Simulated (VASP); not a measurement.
CaO (rock salt), at 1.04 of the tabulated volume:

```
CELL_PARAMETERS angstrom
      0.00000     2.43665     2.43665
      2.43665     0.00000     2.43665
      2.43665     2.43665     0.00000
ATOMIC_POSITIONS crystal
  Ca 0.00000 0.00000 0.00000
  O  0.50000 0.50000 0.50000
```

The lowest empty band near X, direction across the valley's axis, from PBE with spin-orbit coupling in VASP (PAW); its two spin partners are averaged. The gap over the points computed is 3.63 eV, and the next band on that side lies 4.10 eV away at the edge.

Settings: 520 eV cut-off, 10×10×10 Γ-centred mesh, Gaussian smearing of 0.050 eV, potentials Ca_sv O.

```csv
distance from the edge in k (1/Å),distance in energy (meV)
0.025,5.3
0.035,10.4
0.050,21.2
0.070,41.4
```

Question: Fit E(1 + αE) = ħ²k²/2m* (ħ²/2m0 = 3.810 eV Å²) and predict the row at 0.095 1/Å.

Answer: The rows don't resolve α, so a parabola serves: the electron mass is m* = 0.450 m0, and so 76.3 meV. The run gave 75.8 meV, -0.5 meV from the fit.

Left out are points under 3 meV from the edge, since the levels carry 0.1 meV, and points farther than half the way to the next band.

The compound is CaO in the rock salt structure. The cell was not relaxed at this level.
